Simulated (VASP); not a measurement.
# SrCl2: structure and properties in VASP, part 3 of 5

What structure does SrCl2 take at this level, and what are its properties? The start is a cell from a database of measured crystal structures.

VASP 6.6.1; r2SCAN; plane waves and PAW (Sr_sv, Cl).

So far, gap on the k-mesh (eV): step 2 (full relaxation (r2SCAN)) 5.97.

## Step 5: Total and projected DOS (r2SCAN)

Here the states are counted by energy and projected on the atoms. The mesh is finer than in the run before.

INCAR

```
SYSTEM = SrCl2
PREC = Accurate
ENCUT = 400
EDIFF = 1E-06
NELM = 100
ISMEAR = -5
SIGMA = 0.05
LREAL = .FALSE.
ALGO = Normal
METAGGA = R2SCAN
LASPH = .TRUE.
NBANDS = 25
LORBIT = 11
LWAVE = .FALSE.
LCHARG = .FALSE.
KPAR = 2
NEDOS = 2001
```

POSCAR

```
SrCl2
1.0
    0.0000000000      3.4972255284      3.4972255284
    3.4972255284      0.0000000000      3.4972255284
    3.4972255284      3.4972255284      0.0000000000
Sr Cl
1 2
Direct
    0.0000000000      0.0000000000      0.0000000000
    0.2500000000      0.2500000000      0.2500000000
    0.7500000000      0.7500000000      0.7500000000
```

KPOINTS

```
Automatic mesh
0
Gamma
10 10 10
0 0 0
```

Potentials, in the order of the species: Sr_sv and Cl (PBE family, release 64).

Started as:

```bash
$ mpirun -np 2 vasp_std
```

Log:

```text
[... set-up lines as in an earlier step ...]
 entering main loop
       N       E                     dE             d eps       ncg     rms          rms(c)
DAV:   1     0.823460183960E+02    0.82346E+02   -0.96635E+03  2350   0.715E+02
DAV:   2    -0.352529893841E+02   -0.11760E+03   -0.11358E+03  3102   0.172E+02
DAV:   3    -0.424045009165E+02   -0.71515E+01   -0.71007E+01  3323   0.391E+01
DAV:   4    -0.425586556532E+02   -0.15415E+00   -0.15401E+00  3426   0.534E+00
DAV:   5    -0.425603018585E+02   -0.16462E-02   -0.16462E-02  3276   0.519E-01    0.113E+01
DAV:   6    -0.356988655188E+02    0.68614E+01   -0.19332E+00  3727   0.685E+00    0.698E+00
DAV:   7    -0.356780366794E+02    0.20829E-01   -0.46901E-01  3086   0.376E+00    0.237E+00
DAV:   8    -0.356856531747E+02   -0.76165E-02   -0.33212E-02  2882   0.997E-01    0.109E+00
DAV:   9    -0.356871102063E+02   -0.14570E-02   -0.84656E-03  2689   0.498E-01    0.314E-01
DAV:  10    -0.356872295255E+02   -0.11932E-03   -0.40776E-04  3196   0.109E-01    0.984E-02
DAV:  11    -0.356876615102E+02   -0.43198E-03   -0.29010E-04  2639   0.945E-02    0.316E-02
DAV:  12    -0.356876749151E+02   -0.13405E-04   -0.77907E-06  3380   0.136E-02    0.920E-03
DAV:  13    -0.356876811055E+02   -0.61904E-05   -0.51231E-06  2634   0.122E-02    0.413E-03
DAV:  14    -0.356876808337E+02    0.27175E-06   -0.25576E-07  2694   0.274E-03
   1 F= -.35687681E+02 E0= -.35687681E+02  d E =0.000000E+00
```

Run time: 2.7 min. Hardware: 2 MPI ranks of AMD EPYC 7R43, shared host; peak memory 0.36 GiB; 5.4 min of CPU time.

From OUTCAR (step 5):

```text
   k-points           NKPTS =     47   k-points in BZ     NKDIM =     47   number of bands    NBANDS=     25

   NELECT =      24.0000    total number of electrons

 E-fermi :  -0.2653

 k-point     2 :       0.1000    0.0000    0.0000
  band No.  band energies     occupation
    ...
      8      -2.3559      2.00000
      9      -2.3235      2.00000
     10      -0.7312      2.00000
     11      -0.6696      2.00000
     12      -0.6696      2.00000
     13       5.8902      0.00000
     14       6.4996      0.00000
     15       6.4996      0.00000
     16       8.7662      0.00000
     17       9.2310      0.00000
    ...

  Total        0.0023025      0.0023025      0.0023025      0.0000000     -0.0000000      0.0000000
  in kB        0.0431236      0.0431236      0.0431236      0.0000000     -0.0000000      0.0000000
  external PRESSURE =       0.0431236 kB  Pullay stress =       0.0000000 kB

 POSITION                                       TOTAL-FORCE (eV/Angst)
 -----------------------------------------------------------------------------------
      0.00000      0.00000      0.00000         0.000000      0.000000      0.000000
      1.74861      1.74861      1.74861        -0.000000     -0.000000      0.000000
      5.24584      5.24584      5.24584         0.000000     -0.000000     -0.000000
 -----------------------------------------------------------------------------------
    total drift:                                0.000000     -0.000000      0.000000

  FREE ENERGIE OF THE ION-ELECTRON SYSTEM (eV)
  ---------------------------------------------------
  free  energy   TOTEN  =       -35.6876808337 eV

  energy  without entropy=      -35.6876808337  energy(sigma->0) =      -35.68768083

[... 9 parts as in an earlier step ...]

[... 7 further parts left out ...]
```

This step gave:

* irreducible k-points: 47
* Fermi energy: -0.2653 eV
* pressure: 0.004312 GPa
* valence top at k: 0.5, 0.5, 0
* least direct gap at k: 0.5, 0.5, 0
* gap on the k-mesh: 5.935 eV
* least direct gap on the k-mesh: 5.992 eV

The density of states has structure finer than the step of the table below, so its rows give means over 1 eV, whole bins alone (the curve runs from -12.0 to 10.0 eV). Peaks (eV: height): total -2.0: 10.1, -0.3: 8.84, 8.0: 6.11, 8.8: 5.89; Cl p -2.0: 5.50, -0.3: 6.00; Sr d 6.8: 1.13, 8.0: 2.46, 8.8: 2.75, 9.3: 1.53; Cl s 8.0: 0.272; Sr p -2.0: 0.113, -1.0: 0.0439, 8.0: 0.0538, 9.0: 0.0406.

States under -12.0 eV and over 10.0 eV are left out. Table of density of states by energy, zero at the valence-band top; means over each step; values in states/eV/cell:

```
energy (eV)  total    Cl p     Sr d     Cl s     Sr p     Sr s
         -4      0       0        0        0        0        0
         -3  0.222   0.113  0.00124   1.8e-4   5.1e-4  0.00348
         -2   5.25    2.91   0.0663  0.00890   0.0529   0.0225
         -1   4.25    2.66   0.0425  0.00998   0.0347  0.00477
          0   2.30    1.56   0.0215  0.00151  0.00881   3.0e-4
          1      0       0        0        0        0        0
          2      0       0        0        0        0        0
          3      0       0        0        0        0        0
          4      0       0        0        0        0        0
          5      0       0        0        0        0        0
          6  0.422  0.0185   0.0891  0.00557  0.00126   0.0102
          7   3.05   0.105    0.963   0.0390   0.0135   0.0235
          8   3.54  0.0688     1.45    0.117   0.0252   0.0158
          9   3.98   0.300     1.69   0.0367   0.0306   0.0750
```

The gap on this mesh is 5.93 eV. In the top eV of the valence band the largest shares in the PAW spheres are Cl p 66 %. The rest lies in smaller channels or between the spheres.

## Step 6: Volume scan with r2SCAN

An equation of state needs energies on both sides of the minimum, all on one mesh and cutoff.

INCAR

```
SYSTEM = SrCl2
PREC = Accurate
ENCUT = 400
EDIFF = 1E-06
NELM = 100
ISMEAR = 0
SIGMA = 0.05
LREAL = .FALSE.
ALGO = Normal
METAGGA = R2SCAN
LASPH = .TRUE.
NBANDS = 18
LORBIT = 11
LWAVE = .FALSE.
LCHARG = .FALSE.
KPAR = 2
ISIF = 2
```

POSCAR

```
SrCl2
1.0
    0.0000000000      3.4258335467      3.4258335467
    3.4258335467      0.0000000000      3.4258335467
    3.4258335467      3.4258335467      0.0000000000
Sr Cl
1 2
Direct
    0.0000000000      0.0000000000      0.0000000000
    0.2500000000      0.2500000000      0.2500000000
    0.7500000000      0.7500000000      0.7500000000
```

KPOINTS

```
Automatic mesh
0
Gamma
7 7 7
0 0 0
```

Started as:

```bash
$ mpirun -np 2 vasp_std
```

Log:

```text
[... set-up lines as in an earlier step ...]
 entering main loop
       N       E                     dE             d eps       ncg     rms          rms(c)
DAV:   1     0.953953211056E+02    0.95395E+02   -0.10289E+04   720   0.999E+02
DAV:   2    -0.351743903328E+02   -0.13057E+03   -0.12753E+03   928   0.215E+02
DAV:   3    -0.423462776279E+02   -0.71719E+01   -0.71490E+01  1052   0.514E+01
DAV:   4    -0.425505208160E+02   -0.20424E+00   -0.20377E+00  1168   0.724E+00
DAV:   5    -0.425532074904E+02   -0.26867E-02   -0.26856E-02  1030   0.851E-01    0.132E+01
DAV:   6    -0.356605528369E+02    0.68927E+01   -0.22602E+00  1144   0.968E+00    0.787E+00
DAV:   7    -0.356338104165E+02    0.26742E-01   -0.56873E-01   970   0.498E+00    0.273E+00
DAV:   8    -0.356436330673E+02   -0.98227E-02   -0.39915E-02   922   0.145E+00    0.916E-01
DAV:   9    -0.356426855039E+02    0.94756E-03   -0.13955E-02   868   0.673E-01    0.246E-01
DAV:  10    -0.356430311594E+02   -0.34566E-03   -0.58392E-04   956   0.154E-01    0.926E-02
DAV:  11    -0.356433903475E+02   -0.35919E-03   -0.30101E-04   806   0.129E-01    0.529E-02
DAV:  12    -0.356434011019E+02   -0.10754E-04   -0.94816E-06  1164   0.226E-02    0.871E-03
DAV:  13    -0.356434059535E+02   -0.48515E-05   -0.47567E-06   798   0.157E-02    0.390E-03
DAV:  14    -0.356434058789E+02    0.74556E-07   -0.19478E-07   868   0.335E-03
   1 F= -.35643406E+02 E0= -.35643406E+02  d E =-.155183E-22
```

Wall time 75 s (2 MPI ranks); peak memory 0.3 GiB; 2.5 min of CPU time.

From OUTCAR (step 6):

```text
   ENCUT  =  400.0 eV  29.40 Ry    5.42 a.u.   7.90  7.90  7.90*2*pi/ulx,y,z

   NELECT =      24.0000    total number of electrons

 E-fermi :   0.4498

 k-point     1 :       0.0000    0.0000    0.0000
  band No.  band energies     occupation
    ...
      8      -2.1992      2.00000
      9      -2.1992      2.00000
     10      -0.2196      2.00000
     11      -0.2196      2.00000
     12      -0.2196      2.00000
     13       6.3213      0.00000
     14       6.8081      0.00000
     15       6.8081      0.00000
     16       9.8648      0.00000
     17       9.8648      0.00000
    ...

  Total        1.3544386      1.3544386      1.3544386      0.0000000     -0.0000000      0.0000000
  in kB       26.9861636     26.9861636     26.9861636      0.0000000     -0.0000000      0.0000000
  external PRESSURE =      26.9861636 kB  Pullay stress =       0.0000000 kB

 POSITION                                       TOTAL-FORCE (eV/Angst)
 -----------------------------------------------------------------------------------
      0.00000      0.00000      0.00000         0.000000      0.000000      0.000000
      1.71292      1.71292      1.71292        -0.000000     -0.000000     -0.000000
      5.13875      5.13875      5.13875         0.000000      0.000000      0.000000
 -----------------------------------------------------------------------------------
    total drift:                                0.000000     -0.000000      0.000000

  FREE ENERGIE OF THE ION-ELECTRON SYSTEM (eV)
  ---------------------------------------------------
  free  energy   TOTEN  =       -35.6434058789 eV

  energy  without entropy=      -35.6434058789  energy(sigma->0) =      -35.64340588

[... 4 parts as in an earlier step ...]

[... 12 further parts left out ...]
```

The scan keeps the cell's shape and the fractional positions fixed.

This step gave:

```
bands                          : 18
irreducible k-points           : 20
free energy (TOTEN)            : -35.64 eV
Fermi energy                   : 0.4498 eV
pressure                       : 2.699 GPa
valence top at k               : -0.4286, 0.4286, 0
conduction bottom at k         : 0.4286, 0.4286, 0
least direct gap at k          : 0.4286, 0.4286, 0
gap on the k-mesh              : 6.063 eV
least direct gap on the k-mesh : 6.176 eV
```

The pressure here is 2.70 GPa.

## Step 7: Volume scan with r2SCAN (run 2)

INCAR is that of step 6.

POSCAR

```
SrCl2
1.0
    0.0000000000      3.4499599299      3.4499599299
    3.4499599299      0.0000000000      3.4499599299
    3.4499599299      3.4499599299      0.0000000000
Sr Cl
1 2
Direct
    0.0000000000      0.0000000000      0.0000000000
    0.2500000000      0.2500000000      0.2500000000
    0.7500000000      0.7500000000      0.7500000000
```

KPOINTS is that of step 6.

Started as:

```bash
$ mpirun -np 2 vasp_std
```

Log:

```text
[... set-up lines as in an earlier step ...]
 entering main loop
       N       E                     dE             d eps       ncg     rms          rms(c)
DAV:   1     0.999348006222E+02    0.99935E+02   -0.10252E+04   720   0.100E+03
DAV:   2    -0.346907635432E+02   -0.13463E+03   -0.13167E+03   942   0.216E+02
DAV:   3    -0.423551758812E+02   -0.76644E+01   -0.76422E+01  1060   0.533E+01
DAV:   4    -0.425603611081E+02   -0.20519E+00   -0.20452E+00  1114   0.769E+00
DAV:   5    -0.425637957993E+02   -0.34347E-02   -0.34335E-02  1050   0.934E-01    0.126E+01
DAV:   6    -0.356834969433E+02    0.68803E+01   -0.22165E+00  1142   0.962E+00    0.753E+00
DAV:   7    -0.356580057824E+02    0.25491E-01   -0.58173E-01   968   0.497E+00    0.268E+00
DAV:   8    -0.356676913059E+02   -0.96855E-02   -0.37843E-02   912   0.144E+00    0.925E-01
DAV:   9    -0.356672014408E+02    0.48987E-03   -0.13282E-02   864   0.658E-01    0.239E-01
DAV:  10    -0.356675652686E+02   -0.36383E-03   -0.55510E-04  1020   0.148E-01    0.930E-02
DAV:  11    -0.356679415992E+02   -0.37633E-03   -0.30699E-04   796   0.130E-01    0.474E-02
DAV:  12    -0.356679519432E+02   -0.10344E-04   -0.91971E-06  1148   0.223E-02    0.891E-03
DAV:  13    -0.356679568348E+02   -0.48915E-05   -0.48560E-06   804   0.156E-02    0.396E-03
DAV:  14    -0.356679567337E+02    0.10109E-06   -0.18677E-07   898   0.325E-03
   1 F= -.35667957E+02 E0= -.35667957E+02  d E =-.257060E-12
```

It took 65 s on 2 MPI ranks; peak memory 0.29 GiB.

OUTCAR, selected parts (step 7):

```text
   ENCUT  =  400.0 eV  29.40 Ry    5.42 a.u.   7.96  7.96  7.96*2*pi/ulx,y,z

   NELECT =      24.0000    total number of electrons

 E-fermi :   0.2018

 k-point     1 :       0.0000    0.0000    0.0000
  band No.  band energies     occupation
    ...
      8      -2.2666      2.00000
      9      -2.2666      2.00000
     10      -0.3575      2.00000
     11      -0.3575      2.00000
     12      -0.3575      2.00000
     13       6.0938      0.00000
     14       6.6756      0.00000
     15       6.6756      0.00000
     16       9.6832      0.00000
     17       9.6832      0.00000
    ...

  Total        0.8709482      0.8709482      0.8709482     -0.0000000      0.0000000      0.0000000
  in kB       16.9914629     16.9914629     16.9914629     -0.0000000      0.0000000      0.0000000
  external PRESSURE =      16.9914629 kB  Pullay stress =       0.0000000 kB

 POSITION                                       TOTAL-FORCE (eV/Angst)
 -----------------------------------------------------------------------------------
      0.00000      0.00000      0.00000         0.000000      0.000000      0.000000
      1.72498      1.72498      1.72498        -0.000000      0.000000      0.000000
      5.17494      5.17494      5.17494         0.000000     -0.000000     -0.000000
 -----------------------------------------------------------------------------------
    total drift:                                0.000000     -0.000000      0.000000

  FREE ENERGIE OF THE ION-ELECTRON SYSTEM (eV)
  ---------------------------------------------------
  free  energy   TOTEN  =       -35.6679567337 eV

  energy  without entropy=      -35.6679567337  energy(sigma->0) =      -35.66795673

[... 4 parts as in an earlier step ...]

[... 12 further parts left out ...]
```

Numbers from this step:

```yaml
free_energy_toten: -35.67 eV
fermi_energy: 0.2018 eV
pressure: 1.699 GPa
gap_on_the_k_mesh: 6.075 eV
least_direct_gap_on_the_k_mesh: 6.184 eV
```

The pressure falls from 2.70 to 1.70 GPa.

The run ends at a pressure of 1.70 GPa.

## Step 8: Volume scan with r2SCAN (run 3)

INCAR is that of step 7.

POSCAR

```
SrCl2
1.0
    0.0000000000      3.4737535089      3.4737535089
    3.4737535089      0.0000000000      3.4737535089
    3.4737535089      3.4737535089      0.0000000000
Sr Cl
1 2
Direct
    0.0000000000      0.0000000000      0.0000000000
    0.2500000000      0.2500000000      0.2500000000
    0.7500000000      0.7500000000      0.7500000000
```

KPOINTS is that of step 7.

Started as:

```bash
$ mpirun -np 2 vasp_std
```

Log:

```text
[... set-up lines as in an earlier step ...]
 entering main loop
       N       E                     dE             d eps       ncg     rms          rms(c)
DAV:   1     0.100605299704E+03    0.10061E+03   -0.10224E+04   720   0.100E+03
DAV:   2    -0.345405082839E+02   -0.13515E+03   -0.13095E+03   952   0.218E+02
DAV:   3    -0.423061394530E+02   -0.77656E+01   -0.77418E+01   984   0.534E+01
DAV:   4    -0.425613467262E+02   -0.25521E+00   -0.25447E+00  1158   0.836E+00
[...]
DAV:  12    -0.356822444329E+02   -0.10680E-04   -0.84499E-06  1136   0.205E-02    0.882E-03
DAV:  13    -0.356822493685E+02   -0.49357E-05   -0.48424E-06   828   0.150E-02    0.380E-03
DAV:  14    -0.356822493258E+02    0.42783E-07   -0.15100E-07   886   0.276E-03
   1 F= -.35682249E+02 E0= -.35682249E+02  d E =-.517853E-14
```

The job ended after 80 s (2 MPI ranks; peak memory 0.3 GiB; 2.5 min of CPU time).

Parts of OUTCAR (step 8):

```text
  Total        0.4214027      0.4214027      0.4214027     -0.0000000      0.0000000      0.0000000
  in kB        8.0534304      8.0534304      8.0534304     -0.0000000      0.0000000      0.0000000
  external PRESSURE =       8.0534304 kB  Pullay stress =       0.0000000 kB

 POSITION                                       TOTAL-FORCE (eV/Angst)
 -----------------------------------------------------------------------------------
      0.00000      0.00000      0.00000         0.000000     -0.000000      0.000000
      1.73688      1.73688      1.73688         0.000000      0.000000     -0.000000
      5.21063      5.21063      5.21063        -0.000000     -0.000000     -0.000000
 -----------------------------------------------------------------------------------
    total drift:                                0.000000     -0.000000      0.000000

  FREE ENERGIE OF THE ION-ELECTRON SYSTEM (eV)
  ---------------------------------------------------
  free  energy   TOTEN  =       -35.6822493258 eV

  energy  without entropy=      -35.6822493258  energy(sigma->0) =      -35.68224933

[... 1 part as in an earlier step ...]

[... 2 further parts left out ...]
[key lines of the parts left out:]
E-fermi :   0.0831
```

The pressure falls from 1.70 to 0.81 GPa.

The run ends at a pressure of 0.81 GPa.

## Step 9: Volume scan with r2SCAN (run 4)

INCAR is that of step 8.

POSCAR

```
SrCl2
1.0
    0.0000000000      3.4972255284      3.4972255284
    3.4972255284      0.0000000000      3.4972255284
    3.4972255284      3.4972255284      0.0000000000
Sr Cl
1 2
Direct
    0.0000000000      0.0000000000      0.0000000000
    0.2500000000      0.2500000000      0.2500000000
    0.7500000000      0.7500000000      0.7500000000
```

KPOINTS is that of step 8.

Started as:

```bash
$ mpirun -np 2 vasp_std
```

Log:

```text
[... set-up lines as in an earlier step ...]
 entering main loop
       N       E                     dE             d eps       ncg     rms          rms(c)
DAV:   1     0.982123363959E+02    0.98212E+02   -0.99701E+03   720   0.983E+02
[... 6 cycles as in an earlier step ...]
DAV:   8    -0.356863547980E+02   -0.10014E-01   -0.34934E-02   952   0.140E+00    0.925E-01
DAV:   9    -0.356868999003E+02   -0.54510E-03   -0.12324E-02   838   0.638E-01    0.226E-01
[... 4 cycles as in an earlier step ...]
DAV:  14    -0.356877188139E+02    0.43418E-07   -0.14899E-07   904   0.268E-03
   1 F= -.35687719E+02 E0= -.35687719E+02  d E =-.611880E-18
```

It took 80 s on 2 MPI ranks; peak memory 0.29 GiB.

Parts of OUTCAR (step 9):

```text
  Total        0.0026687      0.0026687      0.0026687     -0.0000000     -0.0000000     -0.0000000
  in kB        0.0499821      0.0499821      0.0499821     -0.0000000     -0.0000000     -0.0000000
  external PRESSURE =       0.0499821 kB  Pullay stress =       0.0000000 kB

 POSITION                                       TOTAL-FORCE (eV/Angst)
 -----------------------------------------------------------------------------------
      0.00000      0.00000      0.00000         0.000000      0.000000      0.000000
      1.74861      1.74861      1.74861        -0.000000     -0.000000     -0.000000
      5.24584      5.24584      5.24584         0.000000      0.000000      0.000000
 -----------------------------------------------------------------------------------
    total drift:                                0.000000     -0.000000      0.000000

[... 4 parts as in an earlier step ...]

[... 1 further part left out ...]
[key lines of the parts left out:]
E-fermi :  -0.0080
```

The pressure falls from 0.81 to 0.00 GPa.

The run ends at a pressure of 0.00 GPa.

[end of part 3 of 5]

[Lines on the potential files, build, host, timing and source positions are cut from VASP's logs without a mark.]

[Logs are printed without paths, hosts, clocks, repeated set-up lines and the standing remarks that a program may print on its own settings, such as how far it seeks lower states.]

[Hosts, paths, dates, database ids (printed as entryN), source tags and the programs' standing remarks are cut or masked in the printed files.]

[A measured line is paired with the nearest computed mode of its activity, which favours agreement.]

[In band tables of VASP the shares of atoms and orbitals are scaled to a sum of 1 inside the atoms' spheres.]
